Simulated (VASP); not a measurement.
KNa3Ge:

```
K Na Ge
1.0
     5.79283    0.00000    0.00000
     0.00000    5.79283    0.00000
     0.00000    0.00000    5.79283
K Na Ge
1 3 1
Direct
  0.00000 0.00000 0.00000
  0.00000 0.50000 0.50000
  0.50000 0.00000 0.50000
  0.50000 0.50000 0.00000
  0.50000 0.50000 0.50000
```

The cell was built by a generator and needn't be a form met in nature.

* Program: VASP 6.6.1
* Task: single point
* Functional: PBE
* Potentials or basis: VASP PAW PBE potentials, release 64 (K_sv, Na_pv, Ge_d)
* Cutoff: 520 eV
* k mesh: 5 × 5 × 5
* Occupations: fermi-dirac, width 0.05 eV
* Spin: no spin polarisation

On this cell: pressure 0.0 GPa; largest force zero by symmetry; band gap on the k mesh none (metal or under the smearing width).

The same run follows on a disturbed copy (atoms moved at random, drawn with an rms of 0.05 Å):

```
K Na Ge
1.0
     5.79283    0.00000    0.00000
     0.00000    5.79283    0.00000
     0.00000    0.00000    5.79283
K Na Ge
1 3 1
Cartesian
  -0.0175 -0.0379 -0.0125
  0.0415 2.9017 2.8831
  2.9587 0.0345 2.8858
  2.9062 2.9521 -0.0113
  2.9220 2.8995 2.8782
```

Question: What does the disturbed cell give?

Answer: The energy (extrapolated to zero smearing) moves by +1.0 meV/atom; pressure 0.0 GPa; largest force 0.134 eV/Å; band gap on the k mesh none (metal or under the smearing width).

Forces in eV/Å, atoms in the order of the input:
```
K    0.021  0.031  0.002
Na  -0.047 -0.010  0.000
Na  -0.036 -0.094 -0.002
Na  -0.002 -0.043 -0.022
Ge   0.064  0.115  0.021
```
